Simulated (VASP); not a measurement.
All values below come from PBE GGA, VASP's PBE PAW potentials (set 64) (plane waves; VASP).

The input files of a VASP run:

File KPOINTS:
```
kpoints
0
G
 10 10 10
```

### INCAR
```
! general
SYSTEM  = Eu
PREC    = Accurate
ENCUT   = 480
LREAL   = F
LASPH   = T

! electronic loop
EDIFF   = 1E-7
NELM    = 100
ALGO    = Normal
LMAXMIX = 6

! smearing
ISMEAR  = 1
SIGMA   = 0.1

! functional
GGA     = PE

! ions
IBRION  = 2
NSW     = 40
ISIF    = 3
EDIFFG  = -0.01
PSTRESS = 200

! output
LWAVE   = F
LCHARG  = F
```

File POSCAR:
```
Eu
1
   -1.7690180915     1.7690180915     1.7690180915
    1.7690180915    -1.7690180915     1.7690180915
    1.7690180915     1.7690180915    -1.7690180915
Eu
1
Direct
  0.0000000000   0.0000000000   0.0000000000
```

POTCAR, in this order: Eu_2 (PBE.64 set). Program: vasp_std.

### Question
What will the output report for the number of irreducible k-points (NKPTS), number of bands (NBANDS), largest plane-wave count, number of space-group operations, FFT grid (NGX, NGY, NGZ)?

### Answer

* **number of irreducible k-points (NKPTS)**: 47
* **number of bands (NBANDS)**: 8
* **largest plane-wave count**: 543
* **number of space-group operations**: 48
* **FFT grid (NGX, NGY, NGZ)**: 24 × 24 × 24

The compound is Eu in the bcc structure. It was relaxed first under an external pressure of 20 GPa. The 4f electrons are frozen in the core of the lanthanide potential, so 4f levels, which can set the real gap, and their magnetism are missing.
